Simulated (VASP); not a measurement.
**TiTe (relaxed from the CsCl type structure, space group Pm-3m): computed properties**

All values below come from PBEsol GGA, VASP's PBE PAW potentials (set 64) (plane waves; VASP).

```yaml
space_group: Pm-3m (221)
cell: a = 3.3760 Å, b = 3.3760 Å, c = 3.3760 Å, α = 90.00°, β = 90.00°, γ = 90.00°
volume_per_atom: 19.24 Å³/atom
band gap (over mesh and band path): none (metal, semimetal or under 0.01 eV)
density: 7.57 g/cm³
```

```
TiTe
1.0
    3.37600     0.00000     0.00000
    0.00000     3.37600     0.00000
    0.00000     0.00000     3.37600
Ti Te
1 1
Direct
  0.00000   0.00000   0.00000
  0.50000   0.50000   0.50000
```

Unless said otherwise, spin-orbit coupling is left out, though it shifts the bands of the heavy elements here.

The structure was generated: TiTe was put into the CsCl type type (Pm-3m), which need not be its known phase. It was relaxed first, which changed the volume by -34 %. Symmetry was kept, so distortions that lower it aren't found.
